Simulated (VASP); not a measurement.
Input:

```xyz
2
Lattice="1.5950 -2.7626 0.0000 1.5950 2.7626 0.0000 0.0000 0.0000 5.0500" Properties=species:S:1:pos:R:3 pbc="T T T"
Hf     1.5950     0.9209     1.2625
Hf     1.5950    -0.9209     3.7875
```

All values below come from PBE GGA, VASP's PBE PAW potentials (set 64) (plane waves; VASP). Settings: 400 eV cut-off, KSPACING 0.25 per Å, first-order Methfessel-Paxton smearing of 0.10 eV, potentials Hf_pv.

Question: Give the stress tensor in GPa (positive for a compressed cell).

Answer: 
```
1.02  0.00  0.00
0.00  1.02  0.00
0.00  0.00  0.67
```
The pressure is its mean diagonal, 0.91 GPa.

The compound is Hf in the hcp structure. The cell was not relaxed at this level. The run is one of a series of settings (KGAMMA = .FALSE., KSPACING = 0.25, KPOINTS file removed against the base run), some of them coarse on purpose.
